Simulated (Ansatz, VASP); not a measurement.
**GaAsHCl (H-GaAs-Cl chair monolayer) in two plane-wave programs**

Wanted: the spread between two codes on one cell, functional and k mesh. The structure shown is the start of the Ansatz relaxation below; VASP solves that cell, so the two are compared at the walk's first step.

Program: Ansatz 0.2.0. Level of theory: plane waves, with VASP 6.6.1 beside it; single point at LDA. Results are calculated unless marked as measured.

## 1. Set-up

The cell holds 4 atoms: 1 Cl, 1 As, 1 Ga and 1 H. Cell: a = 3.977 Å, b = 3.976 Å, c = 40.043 Å, α = 90.0°, β = 90.0°, γ = 120.0°. Vacuum lies along c.

## 2. Ansatz: relaxation, LDA

Ansatz runs on its default PAW (the set named soft_2) files.

The two programs are compared at the cell with which this relaxation starts, whose forces are those of its first step.

Input file input.yaml:

```yaml
crystal:
  lattice:
    - [3.9765, 0.0, 0.0]
    - [-1.98825, 3.4437500181, 0.0]
    - [0.0, 0.0, 40.0433333313]
  atoms:
    - { symbol: Cl, position: [0.6666666667, 0.3333333333, 0.4432697911] }
    - { symbol: As, position: [0.6666666667, 0.3333333333, 0.4984600017] }
    - { symbol: Ga, position: [0.3333333333, 0.6666666667, 0.5185216016] }
    - { symbol: H, position: [0.3333333333, 0.6666666667, 0.5567302089] }
  periodic: [true, true, false]
kpoints:
  mp_grid: { grid: [12, 12, 1] }
hamiltonian:
  xc: lda
scf:
  occupations: { method: fermi_dirac, width: 0.05 }
  convergence: { dr2_threshold: 1.0e-09 }
relax:
  f_tol: 0.004
  max_steps: 90
  cell: {}
output:
  write_potential: true
  write_density: true
  volumetric_format: npy
```

Launch:

```
> ansatz run input.yaml --threads 4 --pin off --max-ram 6144MiB --backend cpu --events-out ev --progress --plain --runs-dir out
```

Numbers of over 12 decimals in the logs are rounded to 6 here.

What it wrote:

```text
Warning: relax.cell: scf.convergence.dr2_threshold = 1e-9 eV is looser than the 1.89117655383e-10 eV advised for a relaxation that steers and ends on the stress (1e-10 eV for each atom of the cell: 4, times the square of relax.cell.stress_2d_tol = 0.05 N/m over 14.5 Å (the atoms' height at the walk's start and 5 Å past either face), 3.438e-2 GPa, over a crystal's default 0.05). What an SCF threshold leaves in a stress goes as its square root, and in the free energy as the threshold itself, and one threshold admits the most on a small cell: [figures from the program's tests cut] Set scf.convergence.dr2_threshold to 1.89117655383e-10 eV or tighter. [rest of the remark cut]
Engine: ansatz 0.2.0, x86_64-unknown-linux-gnu
Pseudopotentials: kind: paw
Pseudopotential: Cl, paw, valence charge 7, recommended cutoff 420 eV (normal), Cl.paw.azcp
Pseudopotential: As, paw, valence charge 15, recommended cutoff 420 eV (normal), As.paw.azcp
Pseudopotential: Ga, paw, valence charge 13, recommended cutoff 420 eV (normal), Ga.paw.azcp
Pseudopotential: H, paw, valence charge 1, recommended cutoff 420 eV (normal), H.paw.azcp
Functional definition: SPW92
  exchange = slater_x
  correlation = pw_c
Crystal: 4 atoms, lattice volume = 548.356 Å³
Basis set: ecut = 420 eV, 10825 PW (Γ)
Bands: 22, of which v1, the nominal top of the filled ones, is band 18 counted from 1 (17 counted from 0)
Symmetry: 6 space group operations
Space group: P3m1 (ITA 156), of the structure as read, at distance tolerance 8.2e-5 Å
k-points: 19 of 144 (time reversal used)
Non-local potential: Cl, projectors of the file, l = 0: 2, l = 1: 2, l = 2: 2
Non-local potential: As, projectors of the file, l = 0: 2, l = 1: 2, l = 2: 3, l = 3: 1
Non-local potential: Ga, projectors of the file, l = 0: 2, l = 1: 2, l = 2: 3, l = 3: 1
Non-local potential: H, projectors of the file, l = 0: 2, l = 1: 1
PAW form: soft (Blöchl's): semilocal exchange-correlation on the pseudo side does not see the compensation charge
PAW frozen core: Cl, regenerated for the run's functional, and the local potential with it (the file was generated under x = pbe(κ = 0.804, μ = 0.219515), c = pbe(β = 0.066725))
PAW frozen core: As, regenerated for the run's functional, and the local potential with it (the file was generated under x = pbe(κ = 0.804, μ = 0.219515), c = pbe(β = 0.066725))
PAW frozen core: Ga, regenerated for the run's functional, and the local potential with it (the file was generated under x = pbe(κ = 0.804, μ = 0.219515), c = pbe(β = 0.066725))
PAW one-centre angular grid: Cl, 110 points (default); XC on 64 Gauss nodes
PAW one-centre angular grid: As, 590 points (default); XC on 64 Gauss nodes
PAW one-centre angular grid: Ga, 590 points (default); XC on 64 Gauss nodes
PAW one-centre angular grid: H, 110 points (default); XC on 64 Gauss nodes
Initial density: superposition of atomic densities (neutral atoms: chi_scale 0, normalization atom), corrected by the library's trained network
Initial wavefunctions: pseudopotential atomic-orbital guess
Functional: x = slater, c = lda
SCF iter   1: F=—  HF=-9540.762582 eV  |F-HF|=—  |Δ(HF+E_count)|=         —  Δρ=3.43e-3  dr2=6.72e-2  ethr=1.77e-3  ⟨swp⟩=10.4  Hψ=2816  notcnv=0
preconditioner: auto → Resta (q_TF=auto, 1.733 Å⁻¹)  ε∞=1.4  [insulator: Δε(μ)=1.386 eV  Ē_g=13.121 eV  σ=0.050 eV  W_gap=1.00  n_scr=22 (ndim 8)  ℏωp=8.1 eV  f_vac=0.820  D(μ)=0.00/eV (n_scr^D=0)  ε∞_Penn≈1.4  vacuum switching on, ρ_ref=1.2e-2 e/Å³]
SCF iter   2: F=—  HF=-9540.742670 eV  |F-HF|=—  |Δ(HF+E_count)|=   1.99e-2  Δρ=1.05e-3  dr2=5.76e-3  ethr=1.87e-4  ⟨swp⟩=3.9  Hψ=844  notcnv=0
SCF iter   3: F=—  HF=-9540.742348 eV  |F-HF|=—  |Δ(HF+E_count)|=   3.21e-4  Δρ=5.49e-4  dr2=4.07e-3  ethr=1.60e-5  ⟨swp⟩=3.4  Hψ=892  notcnv=0
SCF iter   4: F=—  HF=-9540.742093 eV  |F-HF|=—  |Δ(HF+E_count)|=   2.55e-4  Δρ=2.97e-4  dr2=1.52e-3  ethr=1.13e-5  ⟨swp⟩=2.2  Hψ=567  notcnv=0
SCF iter   5: F=—  HF=-9540.741979 eV  |F-HF|=—  |Δ(HF+E_count)|=   1.14e-4  Δρ=1.21e-4  dr2=6.88e-5  ethr=4.23e-6  ⟨swp⟩=2.2  Hψ=507  notcnv=0
SCF iter   6: F=—  HF=-9540.742026 eV  |F-HF|=—  |Δ(HF+E_count)|=   4.73e-5  Δρ=2.81e-5  dr2=3.87e-6  ethr=1.91e-7  ⟨swp⟩=3.0  Hψ=785  notcnv=0
SCF iter   7: F=—  HF=-9540.742029 eV  |F-HF|=—  |Δ(HF+E_count)|=   2.27e-6  Δρ=8.11e-6  dr2=2.64e-7  ethr=1.07e-8  ⟨swp⟩=2.3  Hψ=742  notcnv=0
[...]
SCF 5 converged in 6 iterations: F = -9540.774840 eV  dr2 = 1.63e-10
relax step   5: F+E_penalty+E_count = -9540.77483972 eV  Δ(F+E_penalty+E_count) = -3.804e-5 eV  max|allowed force component| = 7.074e-3 eV/Å  Δτ_max = 0.0005 Å  P = -0.021 N/m  Ω = 547.432 Å³  energy of the carried Pulay correction = +3.512e-5 eV  fix = [c, alpha, beta]  reactions: c -0.000 N/m  (6 SCF iters, accepted)
[...]
relax step   6: F+E_penalty+E_count = -9540.77485622 eV  Δ(F+E_penalty+E_count) = -1.649e-5 eV  max|allowed force component| = 3.518e-4 eV/Å  Δτ_max = 0.0002 Å  P = -0.002 N/m  Ω = 547.157 Å³  energy of the carried Pulay correction = +4.559e-5 eV  fix = [c, alpha, beta]  reactions: c -0.000 N/m  (5 SCF iters, accepted)
[...]
relax step   7: F+E_penalty+E_count = -9540.77481393 eV  Δ(F+E_penalty+E_count) = +4.229e-5 eV  max|allowed force component| = 3.803e-4 eV/Å  Δτ_max = 0.0000 Å  P = -0.003 N/m  Ω = 547.157 Å³  fix = [c, alpha, beta]  reactions: c -0.000 N/m  stress off target by 2.65e-3 N/m on what of the cell is left free  SCF on the basis re-selected at this cell (its energy is not comparable with the rows above)  (3 SCF iters)
basis re-selected at this cell: Δ(F+E_penalty+E_count) = +4.229e-5 eV, ΔP = -0.001 N/m vs the last step (what re-selecting the basis moved, of the pressure what is left beyond the Pulay correction that the steps carried, after the strain that the cell walked since its last selection, with what the two solves' SCF thresholds leave and, on support functions, any second-order correction that the steps lacked; it is no m [...]
WARN: The output density's exchange-correlation potential varies sharply where the density is thin. Do not read a vacuum level from v_tot or v_xc, or from such a field of the output density. On a cell that repeats whose density bears no net charge and no dipole along the vacuum's axis use v_es (v_loc + v_h of the components); under efield.dipole_correction with no amplitude use v_es + v_field, which holds any externa [...]
SCF converged after 3 iterations
Free energy (F): -9540.774814 eV
Harris-Foulkes:  -9540.774814 eV  (|F-HF|=7.22e-10)
Internal energy: -9540.774814 eV  (E = F + TS)
E sigma→0 (E₀):  -9540.774814 eV
Entropy (-TS):   -0.000000 eV (-0.000 meV/atom)
Fermi energy:    -5.137253 eV
--- Per-component energies (eV) ---
  E_band       = -803.422241
  E_kinetic    = 393.027853
  E_local      = -78630.152772  (includes V_loc(G=0)·N_el)
  E_nonlocal   = -206.943188
  E_hartree    = 39047.404797
  E_xc         = -261.089390
  E_vxc        = -269.285184  (∫ρ·V_xc dr)
  E_paw        = -4291.685532  (= ΣΔE_a)
  E_vpaw       = -184.877452  (= ΣTr[D̂ρ^β])
  E_aug_tail   = -0.001144  (compensation charges beyond the density's cutoff)
  E_ewald      = 34404.670359
  E_core_change = 3.994202  (= ΣΔE_core)
  E_smearing   = -0.000000  (= −TS)
  E_closure    = -0.000000  (closes the sum)
  Σ components = -9540.774814   (vs F -9540.774814, Δ=0.00e0)
--- Forces (eV/Å), atoms counted from 1 ---
  atom   1  Cl     0.00000000    -0.00000000     0.00000708
  atom   2  As    -0.00000000     0.00000000     0.00002086
  atom   3  Ga     0.00000000    -0.00000000    -0.00041013
  atom   4  H      0.00000000    -0.00000000     0.00026277
  max |Σ_I F_I| component: 1.19e-4 eV/Å
--- 2D stress c σ (N/m, compression-positive) ---
       -0.002654      -0.000000      -0.000000
       -0.000000      -0.002654      -0.000000
       -0.000000      -0.000000      -0.000000
  P = ½ c Tr σ = -0.0027 N/m
--- Band table (eV; the first three rows and the last of 19) ---
  k-point 0: bands = [... 14 lower, -8.2831, -8.2831, -5.8419, -5.8419, -4.4809, -3.1421, -1.1593, -1.1593]
  k-point 1: bands = [... 14 lower, -8.4722, -8.3196, -6.4044, -5.9552, -3.8678, -3.0989, -1.3765, -0.9136]
  k-point 2: bands = [... 14 lower, -8.7794, -8.4197, -7.0822, -6.2187, -3.3667, -2.9429, -1.3065, -0.3038]
  k-point 18: bands = [... 14 lower, -10.0411, -9.1087, -8.0110, -7.4488, -3.3656, -1.1027, -0.2547, 0.7801]
  the weakly bound empty levels are not read free of the cell's end (no_gap_told)
--- Relaxed structure (6 steps of the walk, 6 accepted, 1 SCFs on fresh bases) ---
  F+E_penalty+E_count = -9540.77481393 eV   max|allowed force component| = 3.803e-4 eV/Å   (the final SCF, on the basis selected at the relaxed cell)
  cell:  # Å, volume = 547.1567 Å³
    - [3.972148, 0.0, 0]
    - [-1.986074, 3.439981, 0]
    - [0, 0, 40.0433333313]
  atoms:
    - { symbol: Cl, position: [0.666667, 0.333333, 0.444530] }
    - { symbol: As, position: [0.666667, 0.333333, 0.498391] }
    - { symbol: Ga, position: [0.333333, 0.666667, 0.517603] }
    - { symbol: H, position: [0.333333, 0.666667, 0.556458] }
```

## 3. VASP: single point, LDA, start cell

The same cell, functional (in two slightly different forms), mesh and smearing now go to VASP, with its own data sets.

Lines of VASP's logs that name or quote its potential files are left out, and so is its time.

Input file INCAR:

```
SYSTEM = GaAsHCl
PREC = Accurate
ENCUT = 400
EDIFF = 1E-06
NELM = 120
ISMEAR = -1
SIGMA = 0.05
LREAL = .FALSE.
ALGO = Normal
GGA = CA
NBANDS = 19
LORBIT = 11
LWAVE = .FALSE.
LCHARG = .FALSE.
ISIF = 2
LDIPOL = .TRUE.
IDIPOL = 3
DIPOL = 0.5 0.5 0.504
LVHAR = .TRUE.
LASPH = .TRUE.
GGA_COMPAT = .FALSE.
EFERMI = MIDGAP
NELMDL = -8
```

Input file POSCAR:

```
GaAsHCl
1.0
    3.9765000000      0.0000000000      0.0000000000
   -1.9882500000      3.4437500000      0.0000000000
    0.0000000000      0.0000000000     40.0433330000
Cl As Ga H
1 1 1 1
Direct
    0.6666667151      0.3333334301      0.4432697947
    0.6666667151      0.3333334301      0.4984600058
    0.3333332849      0.6666665699      0.5185215976
    0.3333332849      0.6666665699      0.5567302053
```

Input file KPOINTS:

```
Automatic mesh
0
Gamma
12 12 1
0 0 0
```

Potentials, in the order of the species: Cl, As, Ga_d and H (LDA family, release 64).

Launch:

```
> mpirun -np 1 vasp_std
```

What it wrote:

```text
[banner, memory and clock lines left out]
running    1 mpi-ranks, on    1 nodes
 distrk:  each k-point on    1 cores,    1 groups
 distr:  one band on    1 cores,    1 groups

 POSCAR found type information on POSCAR ClAsGaH
 POSCAR found :  4 types and       4 ions
 LDA part: xc-table for (Slater(with rela. corr.)+CA(PZ))
 , standard interpolation
 POSCAR, INCAR and KPOINTS ok, starting setup
 FFT: planning ... GRIDC
 FFT: planning ... GRID_SOFT
 FFT: planning ... GRID
 WAVECAR not read
 entering main loop
       N       E                     dE             d eps       ncg     rms          rms(c)
DAV:   1     0.151994713698E+03    0.15199E+03   -0.84081E+03   882   0.778E+02
DAV:   2     0.900489170208E+01   -0.14299E+03   -0.13808E+03  1021   0.181E+02
DAV:   3    -0.149738389958E+02   -0.23979E+02   -0.23886E+02   958   0.751E+01
DAV:   4    -0.157751491832E+02   -0.80131E+00   -0.80012E+00   945   0.156E+01
DAV:   5    -0.157866735250E+02   -0.11524E-01   -0.11509E-01  1005   0.213E+00
DAV:   6    -0.157869598715E+02   -0.28635E-03   -0.28630E-03  1032   0.294E-01
DAV:   7    -0.157869661349E+02   -0.62634E-05   -0.62640E-05  1015   0.463E-02
DAV:   8    -0.157869662532E+02   -0.11825E-06   -0.11792E-06   958   0.583E-03    0.670E+00
DAV:   9    -0.153244146293E+02    0.46255E+00   -0.41885E-01  1163   0.687E+00    0.422E+00
DAV:  10    -0.151838834022E+02    0.14053E+00   -0.66122E-01   865   0.535E+00    0.705E-01
DAV:  11    -0.151734064810E+02    0.10477E-01   -0.12418E-01   988   0.288E+00    0.232E-01
DAV:  12    -0.151739456042E+02   -0.53912E-03   -0.64903E-03   856   0.569E-01    0.114E-01
DAV:  13    -0.151739023033E+02    0.43301E-04   -0.64509E-04   950   0.154E-01    0.497E-02
DAV:  14    -0.151740559527E+02   -0.15365E-03   -0.29015E-04   902   0.102E-01    0.196E-02
DAV:  15    -0.151742629607E+02   -0.20701E-03   -0.96328E-05   927   0.463E-02    0.137E-02
DAV:  16    -0.151746013734E+02   -0.33841E-03   -0.72419E-05   868   0.293E-02    0.790E-03
DAV:  17    -0.151747953309E+02   -0.19396E-03   -0.36756E-05   906   0.259E-02    0.440E-03
DAV:  18    -0.151749498773E+02   -0.15455E-03   -0.13513E-05   918   0.133E-02    0.262E-03
DAV:  19    -0.151749899192E+02   -0.40042E-04   -0.10328E-06   826   0.447E-03    0.176E-03
DAV:  20    -0.151750430458E+02   -0.53127E-04   -0.19307E-06   780   0.484E-03    0.103E-03
DAV:  21    -0.151750503148E+02   -0.72690E-05   -0.15339E-07   824   0.244E-03    0.686E-04
DAV:  22    -0.151750645472E+02   -0.14232E-04   -0.33068E-07   670   0.215E-03    0.365E-04
DAV:  23    -0.151750652385E+02   -0.69127E-06   -0.93792E-09   852   0.770E-04
   1 F= -.15175065E+02 E0= -.15175065E+02  d E =-.174750E-07
```

Parts of OUTCAR (step 3):

```text
ion  position               nearest neighbor table
   1  0.667  0.333  0.443-   2 2.21
   2  0.667  0.333  0.498-   1 2.21   3 2.43   3 2.43   3 2.43
   3  0.333  0.667  0.519-   4 1.53   2 2.43   2 2.43   2 2.43
   4  0.333  0.667  0.557-   3 1.53

  LATTYP: Found a hexagonal cell.
 ALAT       =     3.9765000000
 C/A-ratio  =    10.0699944675

 Subroutine GETGRP returns: Found  6 space group operations
 (whereof  6 operations were pure point group operations)

The static configuration has the point symmetry C_3v.

 Found     19 irreducible k-points:

   k-points           NKPTS =     19   k-points in BZ     NKDIM =     19   number of bands    NBANDS=     19

   dimension x,y,z NGX =    28 NGY =   28 NGZ =  270
   dimension x,y,z NGXF=    56 NGYF=   56 NGZF=  540

   ENCUT  =  400.0 eV  29.40 Ry    5.42 a.u.   6.48  6.48 65.30*2*pi/ulx,y,z

   NELECT =      26.0000    total number of electrons

 k-points in reciprocal lattice and weights: Automatic mesh
   0.00000000  0.00000000  0.00000000       0.007
   0.08333333  0.00000000  0.00000000       0.042
   0.16666667  0.00000000  0.00000000       0.042
   0.25000000  0.00000000  0.00000000       0.042
   0.33333333  0.00000000  0.00000000       0.042
   0.41666667  0.00000000  0.00000000       0.042
   0.50000000  0.00000000  0.00000000       0.021
   0.08333333  0.08333333  0.00000000       0.042
   0.16666667  0.08333333  0.00000000       0.083
[...]
0.33333333  0.25000000  0.00000000       0.083
   0.33333333  0.33333333  0.00000000       0.014

 dipolmoment           0.000000      0.000000     -0.065727 electrons x Angstroem

 average (electrostatic) potential at core
       1-103.8691       2 -62.7517       3 -75.5683       4 -40.2040

 E-fermi :  -3.9469

 k-point     1 :       0.0000    0.0000    0.0000
  band No.  band energies     occupation
    ...
      9      -7.7418      2.00000
     10      -6.9183      2.00000
     11      -6.9183      2.00000
     12      -4.6978      2.00000
     13      -4.6978      2.00000
     14      -3.2447      0.00000
     15      -2.2490      0.00000
     16      -0.0352      0.00000
     17      -0.0352      0.00000
     18       0.3545      0.00000
    ...

 k-point     2 :       0.0833    0.0000    0.0000
  band No.  band energies     occupation
    ...
      9      -7.7638      2.00000
     10      -7.1128      2.00000
     11      -6.9547      2.00000
     12      -5.2522      2.00000
     13      -4.8106      2.00000
     14      -2.6477      0.00000
     15      -2.2046      0.00000
     16      -0.2618      0.00000
     17       0.2054      0.00000
     18       0.4979      0.00000
    ...

 k-point     3 :       0.1667    0.0000    0.0000
  band No.  band energies     occupation
    ...
      9      -7.9418      2.00000
     10      -7.5460      2.00000
     11      -7.0553      2.00000
     12      -5.9309      2.00000
     13      -5.0724      2.00000
     14      -2.3334      0.00000
     15      -1.8922      0.00000
     16      -0.1907      0.00000
     17       0.7549      0.00000
     18       0.8133      0.00000
    ...

  Total       -0.2827769     -0.2827768     -1.5192268      0.0000000      0.0000000      0.0000000
  in kB       -0.8262122     -0.8262122     -4.4388489      0.0000000      0.0000000      0.0000000
  external PRESSURE =      -2.0304245 kB  Pullay stress =       0.0000000 kB

  energy-cutoff  :      400.00
  volume of cell :      548.36
      direct lattice vectors                 reciprocal lattice vectors
     3.976500000  0.000000000  0.000000000     0.251477430  0.145190563  0.000000000
    -1.988250000  3.443750000  0.000000000     0.000000000  0.290381125  0.000000000
     0.000000000  0.000000000 40.043333000     0.000000000  0.000000000  0.024972946

 POSITION                                       TOTAL-FORCE (eV/Angst)
 -----------------------------------------------------------------------------------
      1.98825      1.14792     17.75000         0.000000      0.000000      0.799336
      1.98825      1.14792     19.96000        -0.000000      0.000000     -0.531769
     -0.00000      2.29583     20.76333         0.000000     -0.000000     -0.650641
     -0.00000      2.29583     22.29333        -0.000000      0.000000      0.383074
 -----------------------------------------------------------------------------------
    total drift:                               -0.000000     -0.000228      0.000134

  FREE ENERGIE OF THE ION-ELECTRON SYSTEM (eV)
  ---------------------------------------------------
  free  energy   TOTEN  =       -15.1750652385 eV

  energy  without entropy=      -15.1750652210  energy(sigma->0) =      -15.17506523

 vacuum level on the upper side and lower side of the slab         0.700         1.570

 total charge
# of ion       s       p       d       tot
------------------------------------------
    1        1.607   3.431   0.000   5.038
    2        1.222   1.508   0.060   2.789
    3        0.904   0.925   9.991  11.820
    4        0.517   0.011   0.000   0.528
--------------------------------------------------
tot          4.251   5.874  10.051  20.176

[... 3 further parts left out ...]
```

## 4. Differences

Known differences besides the potentials themselves: the two LDA forms differ slightly; Ansatz cuts the interaction across the vacuum, VASP repeats the sheet with a dipole correction; the data sets hold 36 valence electrons in Ansatz (on its default PAW (the set named soft_2) files) and 26 in VASP; the cutoff is 420 eV in Ansatz and 400 eV in VASP; VASP's log shows a relativistic correction to its local exchange, Ansatz's none. Total energies have different zeros and are not compared.

Forces (eV/Å; atoms numbered as in POSCAR):

```
atom        Ansatz x, y, z          VASP x, y, z
 Cl1   0.000, 0.000, 0.830   0.000, 0.000, 0.799
 As2  0.000, 0.000, -0.541  0.000, 0.000, -0.532
 Ga3  0.000, 0.000, -0.647  0.000, 0.000, -0.651
  H4   0.000, 0.000, 0.357   0.000, 0.000, 0.383
```

The forces differ by 12 meV/Å r.m.s., which is 3.4 % of the r.m.s. force of 0.353 eV/Å (both taken over all components). With vacuum in the cell, a pressure given here is an average over mostly empty space and none of the material.

## 5. Summary of results

- r.m.s. force difference (single point, LDA, start cell): 3.4 % of the r.m.s. force

What this shows: The r.m.s. force difference is 3.4 % of the r.m.s. force (single point, LDA, start cell), beyond the 3 % picked in this series as the mark of a large difference. The data sets hold unlike numbers of valence electrons (36 in Ansatz and 26 in VASP), so part of the differences comes from the potentials. Such differences can come from data sets, numerical settings and the points named under the comparisons, not from the functional's error against experiment.

[Lines on the potential files, build, host, timing and source positions are cut from VASP's logs without a mark.]

[Logs are printed without paths, hosts, clocks, repeated set-up lines and the standing remarks that a program may print on its own settings, such as how far it seeks lower states.]

[Hosts, paths, dates, database ids (printed as entryN), source tags and the programs' standing remarks are cut or masked in the printed files.]
